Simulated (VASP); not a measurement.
A VASP calculation is set up with these files.

INCAR:
```
# general
SYSTEM   =  CdS
PREC     =  Accurate
ENCUT    =  400
LREAL    =  .FALSE.
LASPH    =  .TRUE.

# electronic loop
EDIFF    =  1E-6
NELM     =  100
ALGO     =  Normal
LMAXMIX  =  4

# smearing
ISMEAR   =  0
SIGMA    =  0.05

# functional
GGA      =  PS

# ions
IBRION   =  2
NSW      =  60
ISIF     =  3
EDIFFG   =  -0.01

# output
LWAVE    =  .FALSE.
LCHARG   =  .FALSE.
```

### KPOINTS
```
Automatic mesh
0
Gamma
7 7 7
0 0 0
```

### POSCAR
```
CdS
1.0
  0.0000000000   2.9116213763   2.9116213763
  2.9116213763   0.0000000000   2.9116213763
  2.9116213763   2.9116213763   0.0000000000
Cd S
1 1
Direct
  0.0000000000   0.0000000000   0.0000000000
  0.2500000000   0.2500000000   0.2500000000
```

POTCAR, in this order: Cd S (PBE.64 set). Program: vasp_std.

Question: Translate this PBEsol calculation to Ansatz.

Answer: One equivalent input (not run):
Ansatz 0.2 input:
```yaml
crystal:
  lattice:
    - [0.0000000, 2.9116214, 2.9116214]
    - [2.9116214, 0.0000000, 2.9116214]
    - [2.9116214, 2.9116214, 0.0000000]
  atoms:
    - { symbol: Cd, position: [0.0000000, 0.0000000, 0.0000000] }
    - { symbol: S, position: [0.2500000, 0.2500000, 0.2500000] }
kpoints:
  mp_grid: { grid: [7, 7, 7] }
hamiltonian:
  xc: pbesol
  pseudopotentials: { kind: paw }
scf:
  occupations: { method: gaussian, width: 0.05 }
  max_iter: 100
relax:
  max_steps: 60
  f_tol: 0.01
  cell: {}
output: { forces: true, stress: true, eigenvalues: true }
```
What does not carry over: each code has its own PAW files, so the cut-off isn't converted (ENCUT is set for VASP's; basis.ecutwfc is left out, and Ansatz then takes the one that its files recommend); Ansatz stops its SCF on the density residual and VASP on the energy change (EDIFF).

The structure was generated: CdS was put into the zinc blende type (F-43m), which need not be its known phase. It was relaxed first. The start is the result of an earlier pass.
